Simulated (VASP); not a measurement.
Set up this calculation in VASP 6.6.1, as the native input.

```yaml
Task: relaxation of cell and atoms
Functional: PBE
Potentials_or_basis: VASP PAW PBE potentials, release 64 (Cu)
Cutoff: 600 eV
k_mesh: 18 × 18 × 18
Occupations: methfessel-paxton, width 0.1 eV
Spin: no spin polarisation
Further_INCAR_settings: ALGO = Normal; EDIFF = 1e-06; IBRION = 2; EDIFFG = -0.01; NSW = 90; ISIF = 3
```

The structure of Cu lies in POSCAR:

```
Cu
1.0
    0.0000000000      1.8075000000      1.8075000000
    1.8075000000      0.0000000000      1.8075000000
    1.8075000000      1.8075000000      0.0000000000
Cu
1
Direct
    0.0000000000      0.0000000000      0.0000000000
```

These files were run (other wordings do the same):

INCAR

```
PREC = Accurate
ENCUT = 600
EDIFF = 1E-6
ISMEAR = 1
SIGMA = 0.1
LREAL = F
LASPH = T
NELM = 80
ALGO = Normal
ISIF = 3
LWAVE = F
LCHARG = F
GGA = PE
IBRION = 2
NSW = 90
EDIFFG = -0.01
```

KPOINTS

```
Automatic mesh
0
Gamma
  18 18 18
```

Potentials or basis: VASP PAW PBE potentials, release 64 (Cu).

Command:

```sh
$ cat potpaw_PBE.64/Cu/POTCAR > POTCAR
$ mpirun -np 1 vasp_std > vasp.out
```

Results of the run:

```yaml
Relaxed_volume: 12.01 Å³/atom
Relaxed_cell: a = 2.571 Å, b = 2.571 Å, c = 2.571 Å, α = 60.00°, β = 60.00°, γ = 60.00°
Space_group_after_relaxing_to_0.05_Å: Fm-3m (No. 225)
Energy_gained_by_relaxing: 1.6 meV/atom
Ionic_steps: 3
Pressure_after_relaxing: 0.1 GPa
Band_gap_on_the_k_mesh: none (metal or under the smearing width)
```

Run time: 17 s on 1 thread of Intel(R) Xeon(R) 6975P-C (Granite Rapids), with other jobs on the host, peak memory 0.15 GiB.
